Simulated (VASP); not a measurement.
The system is BeSi.

```
Be Si
1.0
     2.96583    0.00000    0.00000
     0.00000    2.96583    0.00000
     0.00000    0.00000    2.96583
Be Si
1 1
Direct
  0.50000 0.50000 0.50000
  0.00000 0.00000 0.00000
```

The cell was built by a generator and needn't be a form met in nature.

```yaml
Program: VASP 6.6.1
Task: relaxation of cell and atoms
Functional: TPSS
Potentials_or_basis: VASP PAW PBE potentials, release 64 (Be, Si)
Cutoff: 600 eV
k_mesh: 9 × 9 × 9
Occupations: gaussian, width 0.01 eV
Spin: no spin polarisation
```

At the start: pressure -10.2 GPa; volume 13.04 Å³/atom.

Where does the relaxation end?

Over 5 steps the energy falls by 68.2 meV/atom and the volume is 11.18 Å³/atom (-14.3 %); space group Pm-3m (No. 221, to 0.05 Å).

Step by step:
```tsv
step	energy change (eV)	largest force (eV/Å)	pressure (GPa)	volume (Å³)
1	0.0000	0.0000	-10.17	26.09
2	-0.0277	0.0000	-9.10	25.63
3	-0.1362	0.0000	0.45	22.27
4	-0.1363	0.0000	-0.21	22.41
5	-0.1363	0.0000	0.00	22.36
```

Final structure:
```cif
data_structure
_symmetry_space_group_name_H-M 'P 1'
_symmetry_Int_Tables_number 1
_cell_length_a 2.8174
_cell_length_b 2.8174
_cell_length_c 2.8174
_cell_angle_alpha 90.000
_cell_angle_beta 90.000
_cell_angle_gamma 90.000
_cell_volume 22.36
loop_
_atom_site_label
_atom_site_type_symbol
_atom_site_fract_x
_atom_site_fract_y
_atom_site_fract_z
_atom_site_occupancy
Be1 Be 0.50000 0.50000 0.50000 1
Si1 Si 0.00000 0.00000 0.00000 1
```

Caveat: the PAW data sets were made with another functional, which shifts forces and pressure a little.
